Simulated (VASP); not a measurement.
Given:

```xyz
2
Lattice="2.6581 0.0000 0.0000 0.0000 2.6581 0.0000 0.0000 0.0000 2.6581" Properties=species:S:1:pos:R:3 pbc="T T T"
Ru     0.0000     0.0000     0.0000
B      1.3291     1.3291     1.3291
```

These are LDA (Ceperley-Alder, Perdew-Zunger), VASP's LDA PAW potentials (set 64) (plane waves; VASP) values and carry that method's errors. Settings: 520 eV cut-off, 12×12×12 Γ-centred mesh, first-order Methfessel-Paxton smearing of 0.10 eV, potentials Ru_pv B.

Question: Estimate the energy per atom (σ→0), band gap (on the k-mesh) with the smallest direct gap where there is one.

Answer: 
```json
{
  "band gap (on the k-mesh)": "none (metal, semimetal or under 0.01 eV)",
  "energy per atom (σ→0)": "-9.041 eV/atom"
}
```

Total energies compare only between runs with the same potentials, cut-off and functional.

The structure was generated: RuB was put into the CsCl type type (Pm-3m), which need not be its known phase. It was relaxed first, which changed the volume by -30 %. The start is the result of an earlier pass. The electron count is odd and the run is not spin-polarised, which forces a metal.
